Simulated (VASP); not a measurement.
# SiN: structure and properties in VASP

Aim: relax SiN, then compute properties on the relaxed cell. The steps: rough relaxation of the start cell, relaxing cell and atoms (LDA), single point with fields (LDA), band structure (LDA), total and projected DOS (LDA), optical spectrum (LDA), volume scan with LDA, fit for LDA, vibrations at Γ (LDA) and bands along the symmetry lines (r2SCAN). The cell is invented: it takes the structure of a Materials Project entry for ZrN (space group 164 there), with some of its atoms replaced by other elements, volume scaled by an estimate. It may not be a known or stable phase.

Main program and level: VASP 6.6.1; LDA; plane waves and PAW (Si, N), in the first sound run; inputs show where later runs differ.

This is a report of a sequence of runs, with most program output left out.

## (1) The structure

Before any relaxation, the start is as follows. Symmetry: P-3m1, No. 164, trigonal system. The conventional cell has a = 3.326 Å, b = 3.326 Å, c = 5.717 Å, α = 90.00°, β = 90.00°, γ = 120.00°. Nearest to Si lie 6 N at 2.38 to 2.41 Å. Nearest to N lie 6 Si at 2.41 Å. Nearest to N lie 6 Si at 2.38 Å. It derives from ZrN. it takes the structure of a Materials Project entry for ZrN (space group 164 there), with some of its atoms replaced by other elements, volume scaled by an estimate. Farther neighbours and most contacts between anions are not listed.

As a file:

```xyz
4
Lattice="3.3257 0.0000 0.0000 -1.6628 2.8801 0.0000 0.0000 0.0000 5.7175" Properties=species:S:1:pos:R:3 pbc="T T T"
Si    1.6628    0.9600    4.2611
Si    0.0000    1.9201    1.4564
N     0.0000    0.0000    0.0000
N     0.0000    0.0000    2.8587
```

## (2) Rough relaxation of the start cell

The start is only an estimate, so a cheap relaxation brings it near a minimum before any careful run. LDA, the lowest rung, knows the local density alone.

Contents of INCAR:

```
SYSTEM = SiN
PREC = Normal
ENCUT = 520
EDIFF = 1E-05
NELM = 60
ISMEAR = 0
SIGMA = 0.05
LREAL = .FALSE.
ALGO = Fast
GGA = CA
NBANDS = 15
LORBIT = 11
LWAVE = .FALSE.
LCHARG = .FALSE.
KPAR = 2
IBRION = 2
NSW = 40
ISIF = 3
EDIFFG = -0.04
```

Contents of POSCAR:

```
SiN
1.0
    3.3256760000      0.0000000000      0.0000000000
   -1.6628380000      2.8801200000      0.0000000000
    0.0000000000      0.0000000000      5.7174700000
Si N
2 2
Direct
    0.6666666700      0.3333333300      0.7452700000
    0.3333333300      0.6666666700      0.2547300000
    0.0000000000      0.0000000000      0.0000000000
    0.0000000000      0.0000000000      0.5000000000
```

Contents of KPOINTS:

```
Automatic mesh
0
Gamma
6 6 3
0 0 0
```

The projector-augmented-wave data sets are Si and N (LDA family, release 64).

The run is started by

```console
mpirun -np 2 vasp_std
```

It took 7 s on 2 MPI ranks of Intel Xeon 6975P-C (Granite Rapids), shared host; peak memory 0.24 GiB; 13 s of CPU time.

The k-mesh is coarse for a metal. This relaxation is a rough one on cheap settings, only to bring the start near its minimum. After so large a change of volume the plane waves of the start cell no longer fit, so the final stress carries a basis-set error. The run keeps the 12 symmetry operations of its start, so it cannot find a distortion of lower symmetry.

Relaxation path:

```
step  energy less that of the first step (eV)  largest force (eV/Å)  pressure (GPa)  volume (Å³)
   1                                   0.0000                0.3991          -35.91        54.76
   2                                  -3.7812                0.3398            0.88        33.80
   3                                  -3.7836                0.3285            2.73        33.50
   4                                  -3.7330                0.4842           -0.81        33.43
   5                                  -3.8413                0.0378            0.67        33.49
   6                                  -3.8413                0.0448            0.68        33.49
   7                                  -3.8415                0.0472           -0.31        33.64
   8                                  -3.8416                0.0140            0.03        33.59
```

```
     cell as run  before  after   change
           a (Å)   3.326  2.726  -18.0 %
           b (Å)   3.326  2.726  -18.0 %
           c (Å)   5.717  5.217   -8.7 %
volume (Å³/atom)   13.69   8.40  -38.7 %
```

The atoms that moved most (Å, as changes of fractional coordinates times the final cell):

```
atom     dx     dy      dz  length
 Si1  0.000  0.000   0.024   0.024
 Si2  0.000  0.000  -0.024   0.024
```

Final coordinates:

```
Si N
1.0
     2.72637    0.00000    0.00000
    -1.36319    2.36111    0.00000
     0.00000    0.00000    5.21734
Si N
2 2
Direct
  0.66667 0.33333 0.74995
  0.33333 0.66667 0.25005
  0.00000 0.00000 0.00000
  0.00000 0.00000 0.50000
```

This step gave:

```yaml
electrons: 18
bands: 15
irreducible_k_points: 17
symmetry_operations: 12
free_energy_toten: -29.52 eV
energy_at_zero_smearing: -29.52 eV
fermi_energy: 13.53 eV
pressure: 0.02977 GPa
metallic: yes
scf_cycles_over_all_ionic_steps: 51
```

It ends with a largest force of 0.014 eV/Å and a pressure of 0.03 GPa.

## (3) Relaxing cell and atoms (LDA)

Properties are meant for the cell that this level of theory prefers, so cell and atoms are relaxed first (ISIF = 3) until forces and stress are small; EDIFFG sets the threshold.

Contents of INCAR:

```
SYSTEM = SiN
PREC = Accurate
ENCUT = 520
EDIFF = 1E-06
NELM = 100
ISMEAR = 0
SIGMA = 0.05
LREAL = .FALSE.
ALGO = Normal
GGA = CA
NBANDS = 15
LORBIT = 11
LWAVE = .FALSE.
LCHARG = .FALSE.
KPAR = 2
IBRION = 2
NSW = 60
ISIF = 3
EDIFFG = -0.01
```

Contents of POSCAR:

```
SiN
1.0
    2.7263738600      0.0000000000      0.0000000000
   -1.3631869300      2.3611090200      0.0000000000
    0.0000000000      0.0000000000      5.2173427500
Si N
2 2
Direct
    0.6666666670      0.3333333330      0.7500000000
    0.3333333330      0.6666666670      0.2500000000
    0.0000000000      0.0000000000      0.0000000000
    0.0000000000      0.0000000000      0.5000000000
```

Contents of KPOINTS:

```
Automatic mesh
0
Gamma
11 11 5
0 0 0
```

The cell reached was symmetrised within 0.01 Å before this step, which raises the operations from 12 to 24, which the run then keeps.

The run is started by

```console
mpirun -np 2 vasp_std
```

Run time: 7.6 s. Hardware: 2 MPI ranks; peak memory 0.25 GiB; 14 s of CPU time.

The run keeps the 24 symmetry operations of its start, so it cannot find a distortion of lower symmetry.

Step by step:

```
step  energy less that of the first step (eV)  largest force (eV/Å)  pressure (GPa)  volume (Å³)
   1                                   0.0000                0.0000           -0.93        33.59
   2                                  -0.0058                0.0000           -0.06        33.35
   3                                  -0.0058                0.0000           -0.08        33.35
```

```
conventional cell, symmetrised  before  after  change
                         a (Å)   2.726  2.710  -0.6 %
                         b (Å)   2.726  2.710  -0.6 %
                         c (Å)   5.217  5.246  +0.5 %
              volume (Å³/atom)    8.40   8.34  -0.7 %
```

The relaxed structure:

```xyz
4
Lattice="2.7097 0.0000 0.0000 -1.3548 2.3466 0.0000 0.0000 0.0000 5.2456" Properties=species:S:1:pos:R:3 pbc="T T T"
Si    1.3548    0.7822    3.9342
Si    0.0000    1.5644    1.3114
N     0.0000    0.0000    0.0000
N     0.0000    0.0000    2.6228
```

This step gave:

* irreducible k-points: 48
* symmetry operations: 24
* free energy (TOTEN): -29.43 eV
* energy at zero smearing: -29.43 eV
* Fermi energy: 13.63 eV
* pressure: -0.08007 GPa
* SCF cycles over all ionic steps: 20

It ends with forces that vanish by symmetry and a pressure of -0.08 GPa.

## (4) Single point with fields (LDA)

A single point on the relaxed cell gives a clean self-consistent state, with density, ELF and potential written out.

Edit INCAR of step 3 so:

```diff
@@ -13,7 +13,5 @@
 LWAVE = .FALSE.
-LCHARG = .FALSE.
-KPAR = 2
-IBRION = 2
-NSW = 60
-ISIF = 3
-EDIFFG = -0.01
+LCHARG = .TRUE.
+ISIF = 2
+LELF = .TRUE.
+LVHAR = .TRUE.
```

Contents of POSCAR:

```
SiN
1.0
    2.7096700738      0.0000000000      0.0000000000
   -1.3548350369      2.3466431169      0.0000000000
    0.0000000000      0.0000000000      5.2455828820
Si N
2 2
Direct
    0.6666666670      0.3333333330      0.7500000000
    0.3333333330      0.6666666670      0.2500000000
    0.0000000000      0.0000000000      0.0000000000
    0.0000000000      0.0000000000      0.5000000000
```

KPOINTS is that of step 3.

The run is started by

```console
mpirun -np 2 vasp_std
```

It took 4.8 s on 2 MPI ranks; peak memory 0.22 GiB.

This step gave:

* SCF cycles: 11
* bands: 16
* pressure: -0.1225 GPa

Valence electrons inside each PAW sphere by angular momentum. Sphere charges, by row:

```
atom  s (e)  p (e)  d (e)  tot (e)
 Si1  0.757  0.752      0    1.509
 Si2  0.757  0.752      0    1.509
  N3   1.24  2.479      0    3.719
  N4   1.24  2.479      0    3.719
```

ELF in the ac plane at fractional y = 0.000, with atoms of N within 0.2 Å of it. It is the smooth field of the valence electrons, not physical close to the nuclei.

Ten even steps from '_' (0.06) to '@' (0.81):
```
::++%%@@@@++::__::++@@@@%%++
##%%@@@@%%++::..::++%%@@@@%%
@@@@@@@@##++------++##@@@@@@
########**++++==++++**######
----====++****++****++====--
__....--==**********==--....
____..::==++******++==::..__
::::::--++**********++--::::
**++++++++**++++++**++++++++
%%@@%%%%##++======++##%%%%@@
%%@@@@@@%%++--::--++%%@@@@@@
++**@@@@%%++::..::++%%@@@@**
__--%%@@@@++..__..++@@@@%%--
__--%%@@@@++..__..++@@@@%%--
++**@@@@%%++::..::++%%@@@@**
%%@@@@@@%%++--::--++%%@@@@@@
%%@@%%%%##++======++##%%%%@@
**++++++++**++++++**++++++++
::::::--++**********++--::::
____..::==++******++==::..__
__....--==**********==--....
----====++****++****++====--
########**++++==++++**######
@@@@@@@@##++------++##@@@@@@
##%%@@@@%%++::..::++%%@@@@%%
::++%%@@@@++::__::++@@@@%%++
__::%%@@@@++..__..++@@@@%%::
```
Columns run along a (2.7 Å), rows up along c (5.2 Å). Atoms in or near the plane, at fractional coordinates: N at (0.00, 0.00), N at (0.00, 0.50).

Valence density in the ac plane at fractional y = 0.000, with atoms of N within 0.2 Å of it. It is the smooth field of the valence electrons, not physical close to the nuclei.

Ten even steps from '_' (0.2 e/Å³) to '@' (3.6 e/Å³):
```
@@@@##--..__________..--##@@
####++::..__________..::++##
==--::....__________....::--
........______________......
____________________________
____________________________
____________________________
____________________________
....______________________..
::::....______________....::
**++--::..__________..::--++
@@%%**--..__________..--**%%
@@@@%%==..__________..==%%@@
@@@@%%==..__________..==%%@@
@@%%**--..__________..--**%%
**++--::..__________..::--++
::::....______________....::
....______________________..
____________________________
____________________________
____________________________
____________________________
........______________......
==--::....__________....::--
####++::..__________..::++##
@@@@##--..__________..--##@@
@@@@%%==..__________..==%%@@
```
Columns run along a (2.7 Å), rows up along c (5.2 Å). Atoms in or near the plane, at fractional coordinates: N at (0.00, 0.00), N at (0.00, 0.50).

Electrostatic potential energy in the ac plane at fractional y = 0.000, with atoms of N within 0.2 Å of it. With pseudopotentials it is smooth inside the atoms' cores, unlike the true potential.

Ten even steps from '0' (-54 eV) to '9' (-2 eV):
```
10069999999600
00489999999840
56899999999986
99999888889999
99998877788999
99998766678999
99998766678999
99998876788999
99998888889999
78999988899998
13699999999963
00179999999710
31059999999501
31059999999501
00179999999710
13699999999963
78999988899998
99999888888999
99998876788999
99998766678999
99998766678999
99998877788999
99999888889999
56899999999986
00489999999840
10069999999600
31059999999501
```
Columns run along a (2.7 Å; values clipped at the 3rd and 97th percentile), rows up along c (5.2 Å). Atoms in or near the plane, at fractional coordinates: N at (0.00, 0.00), N at (0.00, 0.50).

In this run the pressure is -0.12 GPa, small enough to go on.

## (5) Band structure (LDA)

The mesh alone shows little of the dispersion and can miss band extrema, so KPOINTS_OPT adds a path through the symmetry points after the self-consistent cycle.

Contents of INCAR:

```
SYSTEM = SiN
PREC = Accurate
ENCUT = 520
EDIFF = 1E-06
NELM = 100
ISMEAR = 0
SIGMA = 0.05
LREAL = .FALSE.
ALGO = Normal
GGA = CA
NBANDS = 23
LORBIT = 11
LWAVE = .FALSE.
LCHARG = .FALSE.
KPAR = 2
```

POSCAR is that of step 4.

KPOINTS is that of step 4.

Contents of KPOINTS_OPT:

```
Line mode
16
Line-mode
Reciprocal
  0.00000000   0.00000000   0.00000000 GAMMA
  0.50000000   0.00000000   0.00000000 M

  0.50000000   0.00000000   0.00000000 M
  0.33333333   0.33333333   0.00000000 K

  0.33333333   0.33333333   0.00000000 K
  0.00000000   0.00000000   0.00000000 GAMMA

  0.00000000   0.00000000   0.00000000 GAMMA
  0.00000000   0.00000000   0.50000000 A

  0.00000000   0.00000000   0.50000000 A
  0.50000000   0.00000000   0.50000000 L

  0.50000000   0.00000000   0.50000000 L
  0.33333333   0.33333333   0.50000000 H

  0.33333333   0.33333333   0.50000000 H
  0.00000000   0.00000000   0.50000000 A

  0.50000000   0.00000000   0.50000000 L
  0.50000000   0.00000000   0.00000000 M

  0.33333333   0.33333333   0.00000000 K
  0.33333333   0.33333333   0.50000000 H
```

The run is started by

```console
mpirun -np 2 vasp_std
```

Run time: 14 s. Hardware: 2 MPI ranks; peak memory 0.3 GiB; 27 s of CPU time.

This step gave:

| Property | Result |
| --- | --- |
| bands | 23 |
| pressure | -0.1262 GPa |

The electronic bands at the labelled points (eV, zero at the Fermi level; # counts the bands kept):

```
          point     #4     #5     #6     #7    #8    #9   #10   #11
              Γ  -2.62  -2.62  -2.03   4.30  5.08  5.68  6.38  6.38
0.47 of the way  -4.85  -3.42  -0.43  -0.19  3.20  5.76  5.92  6.39
              M  -5.60  -4.23  -3.77  -0.32  3.68  3.73  4.30  5.70
0.47 of the way  -5.78  -5.13  -3.67   0.00  1.87  4.72  5.30  6.15
              K  -8.28  -3.54  -3.54  -3.52  4.74  4.74  4.83  7.84
0.47 of the way  -4.79  -4.35  -1.62   0.58  2.03  3.71  6.60  8.32
              Γ  -2.62  -2.62  -2.03   4.30  5.08  5.68  6.38  6.38
0.47 of the way  -2.80  -2.80  -0.52   3.19  6.13  6.25  6.65  6.65
              A  -3.27  -3.27   1.53   1.53  7.03  7.03  7.56  7.56
0.47 of the way  -4.22  -4.22   1.77   1.77  3.17  3.17  7.59  7.59
              L  -5.14  -5.14  -1.45  -1.45  1.30  1.30  6.88  6.88
0.47 of the way  -7.05  -7.05  -1.09  -1.09  2.23  2.23  6.07  6.07
              H  -7.07  -7.07  -0.41  -0.41  1.07  1.07  8.11  8.11
0.53 of the way  -5.30  -5.30   1.54   1.54  3.78  3.78  5.90  5.90
              A  -3.27  -3.27   1.53   1.53  7.03  7.03  7.56  7.56
      jump to L  -5.14  -5.14  -1.45  -1.45  1.30  1.30  6.88  6.88
0.53 of the way  -5.03  -4.50  -4.36   0.19  1.89  2.76  4.95  6.99
              M  -5.60  -4.23  -3.77  -0.32  3.68  3.73  4.30  5.70
      jump to K  -8.28  -3.54  -3.54  -3.52  4.74  4.74  4.83  7.84
0.53 of the way  -9.04  -4.88  -2.21  -2.21  3.08  3.08  6.21  8.02
              H  -7.07  -7.07  -0.41  -0.41  1.07  1.07  8.11  8.11
```

Of the projections kept (Si, N), the largest for each band there; the rest of the weight can lie on other orbitals:

```
point       #4       #5       #6       #7       #8       #9      #10      #11
    Γ   N 1.00   N 1.00   N 0.57   N 0.76   N 0.55   N 0.85  Si 1.00  Si 1.00
    M  Si 1.00   N 1.00   N 0.98  Si 0.66   N 0.67  Si 0.88  Si 1.00  Si 0.54
    K   N 0.76  Si 1.00  Si 1.00   N 1.00   N 0.67   N 0.67  Si 0.60  Si 0.71
    Γ   N 1.00   N 1.00   N 0.57   N 0.76   N 0.55   N 0.85  Si 1.00  Si 1.00
    A   N 0.96   N 0.96   N 0.68   N 0.68   N 0.74   N 0.74  Si 0.99  Si 0.99
    L   N 0.85   N 0.85  Si 0.76  Si 0.76  Si 0.62  Si 0.62  Si 0.79  Si 0.79
```

There is no gap at this level.

Of the bands kept, 2 cross the Fermi level on this path.

## (6) Total and projected DOS (LDA)

A density of states needs more k-points than a total energy; ISMEAR = -5 takes tetrahedra, and LORBIT projects the states on the PAW spheres. The mesh is finer than in the run before.

Edit INCAR of step 5 so:

```diff
@@ -5,3 +5,3 @@
 NELM = 100
-ISMEAR = 0
+ISMEAR = -5
 SIGMA = 0.05
@@ -15 +15,2 @@
 KPAR = 2
+NEDOS = 2001
```

POSCAR is that of step 5.

Contents of KPOINTS:

```
Automatic mesh
0
Gamma
17 17 8
0 0 0
```

The run is started by

```console
mpirun -np 2 vasp_std
```

It took 21 s on 2 MPI ranks; peak memory 0.39 GiB.

With tetrahedra the forces and stress of a metal are not exact derivatives of the energy.

Numbers from this step:

```
SCF cycles             : 12
irreducible k-points   : 165
free energy (TOTEN)    : -29.45 eV
pressure               : -1.453 GPa
DOS at the Fermi level : 0.8514 states/eV/cell
```

The density of states has structure finer than the step of the table below, so its rows give means over 0.5 eV, whole bins alone (the curve runs from -12.0 to 8.00 eV). Peaks (eV: height): total -4.87: 1.95, 5.89: 2.13, 6.38: 1.93, 7.14: 2.27; N p -10.60: 0.43, -4.87: 0.943, -4.06: 0.956, 2.13: 0.406; Si s -11.69: 0.202, 0.33: 0.173, 2.13: 0.352, 3.70: 0.238; Si p 0.58: 0.199, 3.75: 0.273, 5.89: 0.804, 7.14: 0.714; N s -10.16: 0.0954, 0.58: 0.100, 5.89: 0.170, 6.38: 0.153.

States under -12.0 eV and over 8.0 eV are left out. The density of states by energy, zero at the Fermi level; means over each step; values in states/eV/cell:

```
energy (eV)  total     N p    Si s    Si p      N s
      -11.5   1.00   0.241   0.180  0.0694   0.0428
      -11.0   1.17   0.296   0.170   0.100   0.0614
      -10.5   1.49   0.396   0.193   0.133   0.0895
      -10.0   1.14   0.312   0.137  0.0959   0.0863
       -9.5   1.18   0.356  0.0939   0.123   0.0712
       -9.0   1.28   0.417  0.0766   0.142   0.0664
       -8.5   1.14   0.383  0.0682   0.121   0.0660
       -8.0   1.13   0.396  0.0606   0.119   0.0598
       -7.5   1.15   0.426  0.0553   0.119   0.0559
       -7.0   1.21   0.477  0.0485   0.124   0.0496
       -6.5   1.29   0.538  0.0409   0.129   0.0443
       -6.0   1.49   0.670  0.0338   0.150   0.0370
       -5.5   1.70   0.802  0.0371   0.159   0.0327
       -5.0   1.88   0.892  0.0680   0.158   0.0267
       -4.5   1.71   0.858  0.0617   0.110   0.0173
       -4.0   1.65   0.846  0.0813  0.0843   0.0108
       -3.5   1.01   0.458  0.0870  0.0638  0.00334
       -3.0  0.614   0.234  0.0785  0.0514  0.00115
       -2.5  0.362  0.0540  0.0802  0.0562   4.0e-4
       -2.0  0.377  0.0490  0.0816  0.0646   8.6e-4
       -1.5  0.434  0.0605  0.0860  0.0753  0.00719
       -1.0  0.518  0.0784  0.0928  0.0905   0.0165
       -0.5  0.693   0.112   0.106   0.125   0.0315
        0.0  0.865   0.135   0.133   0.143   0.0628
        0.5   1.19   0.206   0.167   0.188   0.0959
        1.0   1.10   0.246   0.142   0.151   0.0789
        1.5   1.15   0.304   0.188   0.108   0.0691
        2.0   1.60   0.367   0.306   0.180   0.0838
        2.5   1.56   0.338   0.277   0.220   0.0625
        3.0   1.28   0.261   0.192   0.215   0.0376
        3.5   1.29   0.264   0.195   0.229   0.0270
        4.0  0.954   0.188   0.136   0.189   0.0172
        4.5  0.658  0.0899  0.0680   0.191   0.0123
        5.0  0.690  0.0447  0.0317   0.269   0.0220
        5.5   1.10  0.0843  0.0271   0.443   0.0604
        6.0   1.75   0.163  0.0373   0.671    0.122
        6.5   1.76   0.181  0.0402   0.619    0.121
        7.0   1.96   0.272  0.0539   0.640    0.101
        7.5   1.68   0.288  0.0587   0.514   0.0687
```

The finer mesh and the other smearing move the Fermi level by +0.00 eV from the 11×11×5 run, a small shift, which tests the Fermi level alone. Of the states within 0.3 eV of the Fermi level, the largest shares in the PAW spheres are Si p 17 %, N p 16 % and Si s 15 %. The rest lies in smaller channels or between the spheres.

[end of part 1 of 2]

[Lines on the potential files, build, host, timing and source positions are cut from VASP's logs without a mark.]

[Logs are printed without paths, hosts, clocks, repeated set-up lines and the standing remarks that a program may print on its own settings, such as how far it seeks lower states.]

[Hosts, paths, dates, database ids (printed as entryN), source tags and the programs' standing remarks are cut or masked in the printed files.]

[A measured line is paired with the nearest computed mode of its activity, which favours agreement.]
